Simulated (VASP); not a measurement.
VASP ran on this input.

POSCAR:
```
WSe2
1
    3.2548256004     0.0000000000     0.0000000000
   -1.6274128002     2.8187613379    -0.0000000000
    0.0000000000    -0.0000000000    12.9339127402
W Se
2 4
Direct
  0.6666670000   0.3333330000   0.7500000000
  0.3333330000   0.6666670000   0.2500000000
  0.6666670000   0.3333330000   0.3791078423
  0.3333330000   0.6666670000   0.8791078423
  0.3333330000   0.6666670000   0.6208921577
  0.6666670000   0.3333330000   0.1208921577
```

### INCAR
```
! general
SYSTEM  = WSe2
PREC    = Accurate
ENCUT   = 480   ! plane-wave cut-off (eV)
LREAL   = .FALSE.
LASPH   = .TRUE.   ! aspherical one-centre terms

! electronic loop
EDIFF   = 1E-6   ! SCF stop (eV)
NELM    = 100
ALGO    = Normal   ! blocked Davidson
LMAXMIX = 6   ! l cut-off of mixed one-centre charges

! smearing
ISMEAR  = 0   ! Gaussian
SIGMA   = 0.05   ! width (eV)

! ions
IBRION  = 2
NSW     = 60   ! most ionic steps
ISIF    = 3   ! ions, shape and volume
EDIFFG  = -0.02

! output
LWAVE   = .FALSE.
LCHARG  = .FALSE.
```

KPOINTS:
```
Automatic mesh
0
G
 7 7 2
```

POTCAR, in this order: W_sv Se (LDA.64 set). Program: vasp_std.

Problem. Translate this LDA calculation to Ansatz.

Solution. One equivalent input (not run):
Ansatz 0.2 input:
```yaml
crystal:
  lattice:
    - [3.2548256, 0.0000000, 0.0000000]
    - [-1.6274128, 2.8187613, 0.0000000]
    - [0.0000000, 0.0000000, 12.9339127]
  atoms:
    - { symbol: W, position: [0.6666670, 0.3333330, 0.7500000] }
    - { symbol: W, position: [0.3333330, 0.6666670, 0.2500000] }
    - { symbol: Se, position: [0.6666670, 0.3333330, 0.3791078] }
    - { symbol: Se, position: [0.3333330, 0.6666670, 0.8791078] }
    - { symbol: Se, position: [0.3333330, 0.6666670, 0.6208922] }
    - { symbol: Se, position: [0.6666670, 0.3333330, 0.1208922] }
kpoints:
  mp_grid: { grid: [7, 7, 2] }
hamiltonian:
  xc: lda
  pseudopotentials: { kind: paw }
scf:
  occupations: { method: gaussian, width: 0.05 }
  max_iter: 100
relax:
  max_steps: 60
  f_tol: 0.02
  cell: {}
output: { forces: true, stress: true, eigenvalues: true }
```
What does not carry over: each code has its own PAW files, so the cut-off isn't converted (ENCUT is set for VASP's; basis.ecutwfc is left out, and Ansatz then takes the one that its files recommend); Ansatz stops its SCF on the density residual and VASP on the energy change (EDIFF); Ansatz's lda is the Perdew-Wang form, while the LDA potentials of VASP carry Perdew-Zunger's.

The compound is WSe2 in the 2H layered structure. This run relaxes it. Symmetry was kept, so distortions that lower it aren't found. The start is the result of an earlier pass.
